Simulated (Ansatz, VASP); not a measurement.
## ScAl in two plane-wave programs

One calculation is typed for both programs; each brings its own data sets. How far apart do they land? The cell is taken from a series of runs on this material, whose earlier steps may have relaxed, scaled, displaced or heated it; both programs get it as it stands.

Method: plane waves, with VASP 6.6.1 beside it; relaxation of cell and atoms at LDA and zone-centre phonons at LDA, in Ansatz 0.2.0.

**1. The starting structure**

Symmetry: Pm-3m, No. 221, cubic system. Conventional cell: a = 3.308 Å, b = 3.308 Å, c = 3.308 Å, α = 90.00°, β = 90.00°, γ = 90.00°. Nearest to Sc lie 8 Al at 2.86 Å. Nearest to Al lie 8 Sc at 2.86 Å. Farther neighbours are not listed.

As a file:

```cif
data_structure
_symmetry_space_group_name_H-M 'P 1'
_symmetry_Int_Tables_number 1
_cell_length_a 3.3077
_cell_length_b 3.3077
_cell_length_c 3.3077
_cell_angle_alpha 90.000
_cell_angle_beta 90.000
_cell_angle_gamma 90.000
_cell_volume 36.19
loop_
_atom_site_label
_atom_site_type_symbol
_atom_site_fract_x
_atom_site_fract_y
_atom_site_fract_z
_atom_site_occupancy
Sc1 Sc 0.50000 0.50000 0.50000 1
Al2 Al 0.00000 0.00000 0.00000 1
```

**2. VASP: relaxation of cell and atoms, LDA**

The relaxed volume is the usual yardstick between codes: in a stiff, nearly cubic crystal its relative difference is about their pressure difference at one cell divided by the bulk modulus.

Lines of VASP's logs that name or quote its potential files are left out, and so is its time.

Input file INCAR:

```
SYSTEM = ScAl
PREC = Accurate
ENCUT = 500
EDIFF = 1E-07
NELM = 120
ISMEAR = 1
SIGMA = 0.15
LREAL = .FALSE.
ALGO = Normal
GGA = CA
NBANDS = 13
LASPH = .TRUE.
LORBIT = 11
LWAVE = .FALSE.
LCHARG = .FALSE.
ISIF = 3
IBRION = 2
NSW = 80
EDIFFG = -0.005
GGA_COMPAT = .FALSE.
NELMIN = 4
KPAR = 2
```

Input file POSCAR:

```
ScAl
1.0
    3.3076960000      0.0000000000      0.0000000000
    0.0000000000      3.3076960000      0.0000000000
    0.0000000000      0.0000000000      3.3076960000
Sc Al
1 1
Direct
    0.5000000000      0.5000000000      0.5000000000
    0.0000000000      0.0000000000      0.0000000000
```

Input file KPOINTS:

```
Automatic mesh
0
Gamma
12 12 12
0 0 0
```

The projector-augmented-wave data sets are Sc_sv and Al (LDA family, release 64).

Command:

```sh
$ mpirun -np 2 vasp_std
```

Numbers of over 12 decimals in the logs are rounded to 6 here.

The program printed:

```text
[banner, memory and clock lines left out]
running    2 mpi-ranks, on    1 nodes
 distrk:  each k-point on    1 cores,    2 groups
 distr:  one band on    1 cores,    1 groups

 POSCAR found type information on POSCAR ScAl
 POSCAR found :  2 types and       2 ions
 LDA part: xc-table for (Slater(with rela. corr.)+CA(PZ))
 , standard interpolation
 POSCAR, INCAR and KPOINTS ok, starting setup
 FFT: planning ... GRIDC
 FFT: planning ... GRID_SOFT
 FFT: planning ... GRID
 WAVECAR not read
 entering main loop
       N       E                     dE             d eps       ncg     rms          rms(c)
DAV:   1     0.126657958206E+03    0.12666E+03   -0.66172E+03  2264   0.101E+03
DAV:   2    -0.960806074199E+01   -0.13627E+03   -0.13260E+03  2328   0.349E+02
DAV:   3    -0.129254255964E+02   -0.33174E+01   -0.31936E+01  3511   0.687E+01
DAV:   4    -0.129787611315E+02   -0.53336E-01   -0.53255E-01  2859   0.655E+00
DAV:   5    -0.129796067670E+02   -0.84564E-03   -0.84555E-03  3081   0.716E-01    0.793E+00
DAV:   6    -0.119494990332E+02    0.10301E+01   -0.24291E+00  3591   0.223E+01    0.230E+00
DAV:   7    -0.119047537819E+02    0.44745E-01   -0.77838E-02  3646   0.279E+00    0.104E+00
DAV:   8    -0.118895725157E+02    0.15181E-01   -0.99951E-03  2648   0.973E-01    0.186E-01
DAV:   9    -0.118893645850E+02    0.20793E-03   -0.39245E-04  3606   0.238E-01    0.988E-02
DAV:  10    -0.118893581721E+02    0.64129E-05   -0.31586E-05  3495   0.454E-02    0.156E-02
DAV:  11    -0.118893576663E+02    0.50580E-06   -0.51508E-06  3465   0.322E-02    0.809E-03
DAV:  12    -0.118893571980E+02    0.46825E-06   -0.16882E-06  3366   0.219E-02    0.109E-03
DAV:  13    -0.118893571958E+02    0.22299E-08   -0.22940E-08  1257   0.236E-03
   1 F= -.11889357E+02 E0= -.11889657E+02  d E =-.118894E+02
 curvature:   0.00 expect dE= 0.000E+00 dE for cont linesearch  0.000E+00
 trial: gam= 0.00000 g(F)=  0.000E+00 g(S)=  0.810E-04 ort = 0.000E+00 (trialstep = 0.100E+01)
 search vector abs. value=  0.810E-04
 bond charge predicted
       N       E                     dE             d eps       ncg     rms          rms(c)
DAV:   1    -0.118900790179E+02   -0.72182E-03   -0.17466E-02  2683   0.213E+00    0.200E-01
DAV:   2    -0.118894195031E+02    0.65951E-03   -0.17781E-03  3283   0.746E-01    0.419E-02
DAV:   3    -0.118893886645E+02    0.30839E-04   -0.51257E-05  3477   0.796E-02    0.220E-02
DAV:   4    -0.118893786971E+02    0.99675E-05   -0.21537E-05  2502   0.384E-02    0.631E-03
DAV:   5    -0.118893787041E+02   -0.70304E-08   -0.43645E-07  3519   0.103E-02
   2 F= -.11889379E+02 E0= -.11889678E+02  d E =-.215083E-04
 trial-energy change:   -0.000022  1 .order   -0.000020   -0.000081    0.000041
 step:   0.6801(harm=  0.6650)  dis= 0.00000  next Energy=   -11.889385 (dE=-0.280E-04)
 bond charge predicted
       N       E                     dE             d eps       ncg     rms          rms(c)
DAV:   1    -0.118894562414E+02   -0.77544E-04   -0.17727E-03  2690   0.678E-01    0.640E-02
DAV:   2    -0.118893888254E+02    0.67416E-04   -0.18017E-04  3283   0.237E-01    0.135E-02
DAV:   3    -0.118893856144E+02    0.32110E-05   -0.52148E-06  3469   0.261E-02    0.704E-03
DAV:   4    -0.118893845914E+02    0.10230E-05   -0.21926E-06  2507   0.123E-02    0.201E-03
DAV:   5    -0.118893845902E+02    0.12371E-08   -0.25744E-08  1487   0.323E-03
   3 F= -.11889385E+02 E0= -.11889684E+02  d E =-.273944E-04
 curvature:  -0.33 expect dE=-0.157E-07 dE for cont linesearch -0.157E-07
 trial: gam=-0.02360 g(F)=  0.241E-64 g(S)=  0.474E-07 ort = 0.196E-05 (trialstep = 0.936E+00)
 search vector abs. value=  0.128E-09
 reached required accuracy - stopping structural energy minimisation
```

Parts of OUTCAR (step 2):

```text
ion  position               nearest neighbor table
   1  0.500  0.500  0.500-   2 2.86   2 2.86   2 2.86   2 2.86   2 2.86   2 2.86   2 2.86   2 2.86

  LATTYP: Found a simple cubic cell.
 ALAT       =     3.3076960000

 Subroutine GETGRP returns: Found 48 space group operations
 (whereof 48 operations were pure point group operations)

The static configuration has the point symmetry O_h .

 Found     84 irreducible k-points:

   k-points           NKPTS =     84   k-points in BZ     NKDIM =     84   number of bands    NBANDS=     13

   dimension x,y,z NGX =    24 NGY =   24 NGZ =   24
   dimension x,y,z NGXF=    48 NGYF=   48 NGZF=   48

   ENCUT  =  500.0 eV  36.75 Ry    6.06 a.u.   6.03  6.03  6.03*2*pi/ulx,y,z

   NELECT =      14.0000    total number of electrons

 k-points in reciprocal lattice and weights: Automatic mesh
   0.00000000  0.00000000  0.00000000       0.001
   0.08333333  0.00000000  0.00000000       0.003
   0.16666667  0.00000000  0.00000000       0.003
   0.25000000  0.00000000  0.00000000       0.003
   0.33333333  0.00000000  0.00000000       0.003
   0.41666667  0.00000000  0.00000000       0.003
   0.50000000  0.00000000  0.00000000       0.002
   0.08333333  0.08333333  0.00000000       0.007
   0.16666667  0.08333333  0.00000000       0.014
[...]
0.50000000  0.50000000  0.41666667       0.003
   0.50000000  0.50000000  0.50000000       0.001

 average (electrostatic) potential at core
       1 -44.2911       2 -71.9779

 E-fermi :   6.2397

 k-point     1 :       0.0000    0.0000    0.0000
  band No.  band energies     occupation
    ...
      3     -21.3566      2.00000
      4     -21.3566      2.00000
      5      -2.3546      2.00000
      6       5.4936      2.00000
      7       5.4936      2.00000
      8       9.0734     -0.00000
      9       9.0734     -0.00000
     10       9.0734     -0.00000
     11      10.2388      0.00000
     12      10.2388      0.00000
    ...

 k-point     2 :       0.0833    0.0000    0.0000
  band No.  band energies     occupation
    ...
      3     -21.3552      2.00000
      4     -21.3552      2.00000
      5      -2.2500      2.00000
      6       5.4055      2.00000
      7       5.5465      2.00000
      8       8.7424     -0.00000
      9       8.7424     -0.00000
     10       9.0894     -0.00000
     11       9.9449      0.00000
     12      10.6368      0.00000
    ...

 k-point     3 :       0.1667    0.0000    0.0000
  band No.  band energies     occupation
    ...
      3     -21.3514      2.00000
      4     -21.3514      2.00000
      5      -1.9411      2.00000
      6       5.0514      2.00000
      7       5.6982      2.00000
      8       8.2053     -0.00000
      9       8.2053     -0.00000
     10       9.1338     -0.00000
     11       9.5083      0.00000
     12      11.3815      0.00000
    ...

  Total        0.0008094      0.0008094      0.0008094      0.0000000      0.0000000     -0.0000000
  in kB        0.0357738      0.0357738      0.0357738      0.0000000      0.0000000     -0.0000000
  external PRESSURE =       0.0357738 kB  Pullay stress =       0.0000000 kB

  energy-cutoff  :      500.00
  volume of cell :       36.25
      direct lattice vectors                 reciprocal lattice vectors
     3.309511553 -0.000000000  0.000000000     0.302159392 -0.000000000  0.000000000
     0.000000000  3.309511553  0.000000000     0.000000000  0.302159392  0.000000000
    -0.000000000 -0.000000000  3.309511553    -0.000000000 -0.000000000  0.302159392

 POSITION                                       TOTAL-FORCE (eV/Angst)
 -----------------------------------------------------------------------------------
      1.65476      1.65476      1.65476        -0.000000     -0.000000      0.000000
      0.00000      0.00000      0.00000         0.000000      0.000000      0.000000
 -----------------------------------------------------------------------------------
    total drift:                                0.000000     -0.000000     -0.000000

  FREE ENERGIE OF THE ION-ELECTRON SYSTEM (eV)
  ---------------------------------------------------
  free  energy   TOTEN  =       -11.8893845902 eV

  energy  without entropy=      -11.8902827115  energy(sigma->0) =      -11.88968396

 reached required accuracy - stopping structural energy minimisation

 total charge
# of ion       s       p       d       tot
------------------------------------------
    1        2.225   6.155   1.208   9.587
    2        0.442   0.397   0.000   0.839
--------------------------------------------------
tot          2.667   6.551   1.208  10.426

[... 3 further parts left out ...]
```

CONTCAR:

```
ScAl
   1.00000000000000
     3.3095115531794441   -0.0000000000000000    0.0000000000000000
     0.0000000000000000    3.3095115531794441    0.0000000000000000
    -0.0000000000000000   -0.0000000000000000    3.3095115531794441
  Sc              Al
     1     1
Direct
     0.5000000000000000    0.5000000000000000    0.5000000000000000
     0.0000000000000000    0.0000000000000000    0.0000000000000000
```

**3. Ansatz: relaxation of cell and atoms, LDA**

Ansatz runs on its default PAW (the set named soft_2) files.

The same cell, functional (in two slightly different forms), mesh and smearing now go to Ansatz, which takes its cutoff from its data sets.

Input file input.yaml:

```yaml
crystal:
  lattice:
    - [3.3076960683, 0.0, 0.0]
    - [0.0, 3.3076960683, 0.0]
    - [0.0, 0.0, 3.3076960683]
  atoms:
    - { symbol: Sc, position: [0.5, 0.5, 0.5] }
    - { symbol: Al, position: [0.0, 0.0, 0.0] }
kpoints:
  mp_grid: { grid: [12, 12, 12] }
hamiltonian:
  xc: lda
scf:
  occupations: { method: methfessel_paxton, width: 0.15 }
output:
  forces: true
  stress: true
  eigenvalues: true
relax:
  adjacent_minimum: "off"
  f_tol: 0.001
  max_steps: 60
  cell: { stress_tol: 0.01 }
```

Command:

```sh
$ ansatz run input.yaml --threads 4 --pin off --max-ram 7168MiB --backend cpu --events-out ev --progress --plain --runs-dir out
```

The program printed:

```text
Engine: ansatz 0.2.0, aarch64-unknown-linux-gnu
Pseudopotentials: kind: paw
Pseudopotential: Sc, paw, valence charge 11, recommended cutoff 420 eV (normal), Sc.paw.azcp
Pseudopotential: Al, paw, valence charge 3, recommended cutoff 420 eV (normal), Al.paw.azcp
Functional definition: SPW92
  exchange = slater_x
  correlation = pw_c
Crystal: 2 atoms, lattice volume = 36.189 Å³
Basis set: ecut = 420 eV, 739 PW (Γ)
Bands: 11, of which v1, the nominal top of the filled ones, is band 7 counted from 1 (6 counted from 0)
Symmetry: 48 space group operations
Space group: Pm-3m (ITA 221), of the structure as read, at distance tolerance 3.3e-5 Å
k-points: 84 of 1728
Non-local potential: Sc, projectors of the file, l = 0: 3, l = 1: 2, l = 2: 3, l = 3: 1
Non-local potential: Al, projectors of the file, l = 0: 2, l = 1: 2, l = 2: 1
PAW form: soft (Blöchl's): semilocal exchange-correlation on the pseudo side does not see the compensation charge
PAW frozen core: Sc, regenerated for the run's functional, and the local potential with it (the file was generated under x = pbe(κ = 0.804, μ = 0.219515), c = pbe(β = 0.066725))
PAW frozen core: Al, regenerated for the run's functional, and the local potential with it (the file was generated under x = pbe(κ = 0.804, μ = 0.219515), c = pbe(β = 0.066725))
PAW one-centre angular grid: Sc, 590 points (default); XC on 64 Gauss nodes
PAW one-centre angular grid: Al, 110 points (default); XC on 64 Gauss nodes
Initial density: superposition of atomic densities (neutral atoms: chi_scale 0, normalization atom), corrected by the library's trained network
Initial wavefunctions: pseudopotential atomic-orbital guess
Functional: x = slater, c = lda
SCF iter   1: F=—  HF=-2602.871959 eV  |F-HF|=—  |Δ(HF+E_count)|=         —  Δρ=3.98e-3  dr2=5.53e-3  ethr=1.77e-3  ⟨swp⟩=5.0  Hψ=4906  notcnv=0
preconditioner: auto → none  [metal: Δε(μ)=0.083 eV  Ē_g=5.076 eV  σ=0.150 eV  W_gap=0.40  n_scr=6 (ndim 8)  ℏωp=15.1 eV  f_vac=0.000  D(μ)=0.70/eV (n_scr^D=0)  sad-step TF]
SCF iter   2: F=—  HF=-2602.871145 eV  |F-HF|=—  |Δ(HF+E_count)|=   8.14e-4  S|Δr|=    0.00e0  Δρ=2.45e-3  dr2=1.97e-3  ethr=3.95e-5  ⟨swp⟩=1.0  Hψ=1596  notcnv=0
SCF iter   3: F=—  HF=-2602.870850 eV  |F-HF|=—  |Δ(HF+E_count)|=   2.95e-4  S|Δr|=    0.00e0  Δρ=3.21e-4  dr2=6.29e-5  ethr=1.41e-5  ⟨swp⟩=1.9  Hψ=1057  notcnv=0
SCF iter   4: F=—  HF=-2602.870834 eV  |F-HF|=—  |Δ(HF+E_count)|=   1.61e-5  S|Δr|=    0.00e0  Δρ=1.47e-4  dr2=8.01e-6  ethr=4.49e-7  ⟨swp⟩=2.4  Hψ=1428  notcnv=0
SCF iter   5: F=—  HF=-2602.870833 eV  |F-HF|=—  |Δ(HF+E_count)|=   9.83e-7  S|Δr|=    0.00e0  Δρ=2.69e-5  dr2=3.00e-7  ethr=5.72e-8  ⟨swp⟩=2.5  Hψ=1314  notcnv=0
SCF iter   6: F=-2602.870833 eV  HF=-2602.870833 eV  |F-HF|=2.17e-9  |Δ(HF+E_count)|=   9.39e-9  S|Δr|=    0.00e0  Δρ=3.30e-6  dr2=4.46e-9  ethr=7.14e-10  ⟨swp⟩=4.9  Hψ=3892  notcnv=0
SCF 1 converged in 6 iterations: F = -2602.870833 eV  dr2 = 4.46e-9
  greatest PAW one-centre occupation: 0.998 electrons in one spin orbital (limit 2), on the Sc atom at site 0 (counted from 0), in its partial waves of l = 0
relax step   1: F+E_penalty+E_count = -2602.87083280 eV  Δ(F+E_penalty+E_count) = +0.000e0 eV  max|allowed force component| = 1.262e-29 eV/Å  Δτ_max = 0.0000 Å  P = -0.051 GPa  Ω = 36.189 Å³  (6 SCF iters, dr2 threshold 1.00e-7 eV, accepted)
[...]
relax step   2: F+E_penalty+E_count = -2602.87084165 eV  Δ(F+E_penalty+E_count) = -8.848e-6 eV  max|allowed force component| = 7.354e-30 eV/Å  Δτ_max = 0.0000 Å  P = +0.046 GPa  Ω = 36.150 Å³  energy of the carried Pulay correction = +8.259e-6 eV  (4 SCF iters, dr2 threshold 6.42e-9 eV, accepted)
[...]
relax step   3: F+E_penalty+E_count = -2602.87084041 eV  Δ(F+E_penalty+E_count) = +1.236e-6 eV  max|allowed force component| = 5.450e-29 eV/Å  Δτ_max = 0.0000 Å  P = -0.000 GPa  Ω = 36.168 Å³  energy of the carried Pulay correction = +4.330e-6 eV  (3 SCF iters, dr2 threshold 5.29e-9 eV, accepted)
[...]
relax step   4: F+E_penalty+E_count = -2602.87083840 eV  Δ(F+E_penalty+E_count) = +2.008e-6 eV  max|allowed force component| = 1.269e-29 eV/Å  Δτ_max = 0.0000 Å  P = -0.000 GPa  Ω = 36.168 Å³  stress off target by 2.27e-4 GPa  SCF on the basis re-selected at this cell (its energy is not comparable with the rows above)  (4 SCF iters)
basis re-selected at this cell: Δ(F+E_penalty+E_count) = +2.008e-6 eV, ΔP = -0.000 GPa vs the last step (what re-selecting the basis moved, of the pressure what is left beyond the Pulay correction that the steps carried, after the strain that the cell walked since its last selection, with what the two solves' SCF thresholds leave and, on support functions, any second-order correction that the steps lacked; it is no m [...]
SCF converged after 4 iterations
Stability not checked: this state was not tested for a lower state beside it, because cold or Methfessel-Paxton smearing, or corrected tetrahedra, fill the levels in a way that the test cannot read (fill_not_monotonic; see scf.lower_state_search)
Free energy (F): -2602.870838 eV
Harris-Foulkes:  -2602.870838 eV  (|F-HF|=9.09e-13)
Internal energy: -2602.871740 eV  (E = F + TS)
E sigma→0 (E₀):  -2602.871064 eV
Entropy (-TS):   0.000902 eV (0.451 meV/atom)
Fermi energy:    9.997653 eV
--- Per-component energies (eV) ---
  E_band       = -142.481931
  E_kinetic    = 286.441650
  E_local      = -898.602027  (includes V_loc(G=0)·N_el)
  E_nonlocal   = 98.327353
  E_hartree    = 326.291057
  E_xc         = -143.597351
  E_vxc        = -159.324203  (∫ρ·V_xc dr)
  E_paw        = -1353.842076  (= ΣΔE_a)
  E_vpaw       = -121.906820  (= ΣTr[D̂ρ^β])
  E_aug_tail   = 0.000006  (compensation charges beyond the density's cutoff)
  E_ewald      = -918.250992
  E_core_change = 0.360639  (= ΣΔE_core)
  E_smearing   = 0.000902  (= −TS)
  E_closure    = -0.000000  (closes the sum)
  Σ components = -2602.870838   (vs F -2602.870838, Δ=0.00e0)
--- Forces (eV/Å), atoms counted from 1 ---
  atom   1  Sc    -0.00000000    -0.00000000    -0.00000000
  atom   2  Al     0.00000000    -0.00000000    -0.00000000
  max |Σ_I F_I| component: 2.55e-29 eV/Å
--- Stress (GPa, compression-positive) ---
       -0.000227       0.000000       0.000000
        0.000000      -0.000227       0.000000
       -0.000000       0.000000      -0.000227
  P = ⅓ Tr σ = -0.0002 GPa (-0.002 kbar)
--- Band table (eV; the first three rows and the last of 84) ---
  k-point 0: bands = [... 3 lower, -17.6311, 1.3986, 9.2508, 9.2508, 12.8390, 12.8390, 12.8390, 13.9957]
  k-point 1: bands = [... 3 lower, -17.6297, 1.5030, 9.1625, 9.3038, 12.5064, 12.5064, 12.8552, 13.7028]
  k-point 2: bands = [... 3 lower, -17.6260, 1.8112, 8.8080, 9.4558, 11.9685, 11.9685, 12.9000, 13.2675]
  k-point 83: bands = [... 3 lower, -17.7935, 7.3475, 7.3475, 7.3475, 9.7457, 13.1651, 13.1651, 13.1651]
--- Relaxed structure (3 steps of the walk, 3 accepted, 1 SCFs on fresh bases) ---
  F+E_penalty+E_count = -2602.87083840 eV   max|allowed force component| = 1.269e-29 eV/Å   (the final SCF, on the basis selected at the relaxed cell)
  cell:  # Å, volume = 36.1683 Å³
    - [3.307065, 0, 0.0]
    - [0, 3.307065, 0.0]
    - [0.0, 0.0, 3.307065]
  atoms:
    - { symbol: Sc, position: [0.500000, 0.500000, 0.500000] }
    - { symbol: Al, position: [0, 0, 0] }
```

**4. Differences**

Known differences besides the potentials themselves: the two LDA forms differ slightly; the cutoff is 420 eV in Ansatz and 500 eV in VASP; VASP's log shows a relativistic correction to its local exchange, Ansatz's none; Ansatz adds a Pulay correction to the stress that steers its cell, VASP none. Total energies have different zeros and are not compared.

Both answers:

| quantity | Ansatz | VASP | difference |
| --- | --- | --- | --- |
| volume (Å³) | 36.17 | 36.25 | -0.22 % |
| edge a after relaxation, in the typed setting (Å) | 3.307 | 3.309 | -0.07 % |

(Continued in part 2 of 2.)

[Lines on the potential files, build, host, timing and source positions are cut from VASP's logs without a mark.]

[Logs are printed without paths, hosts, clocks, repeated set-up lines and the standing remarks that a program may print on its own settings, such as how far it seeks lower states.]

[Hosts, paths, dates, database ids (printed as entryN), source tags and the programs' standing remarks are cut or masked in the printed files.]
